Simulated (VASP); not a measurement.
Runs of VASP 6.6.1 on Ta3N. It takes space group P-3m1 (No. 164, trigonal). The conventional cell has a = 3.032 Å, b = 3.032 Å, c = 7.524 Å, α = 90.00°, β = 90.00°, γ = 120.00°. Ta (site symmetry 3m) is surrounded by 3 N at 2.19 Å. Ta (site symmetry -3m) is surrounded by 12 Ta at 3.01 to 3.03 Å. Around N (site symmetry -3m) lie 6 Ta at 2.19 Å. The cell comes from a database or a generator and needn't be the stable form of this composition.

```tsv
level	gap on the mesh (eV)	pressure (GPa)	relaxed volume (Å³/atom)
BLYP	none	0.0	(a)
BLYP+D3	none	0.0	14.64
BLYP+D4	none	0.0	15.08
BLYP+D3(BJ)	none	0.0	14.55
```

Alike in all rows: task relaxation of cell and atoms; potentials or basis VASP PAW PBE potentials, release 64 (Ta_pv, N); no spin polarisation; cell relaxed; k mesh 7 × 7 × 3; cutoff (eV) 600; smearing fermi-dirac 0.05 eV.

Task: Estimate the missing entries.

Result: (a) 15.48.

Caveats: the PAW data sets were made with another functional, which shifts forces and pressure a little; pairwise dispersion overbinds metals, which lowers pressure and volume (some runs).

A k mesh can miss the band edges, and the runs leave out spin-orbit coupling on Ta.

A gap of «none» marks a metal or a gap under the smearing width.
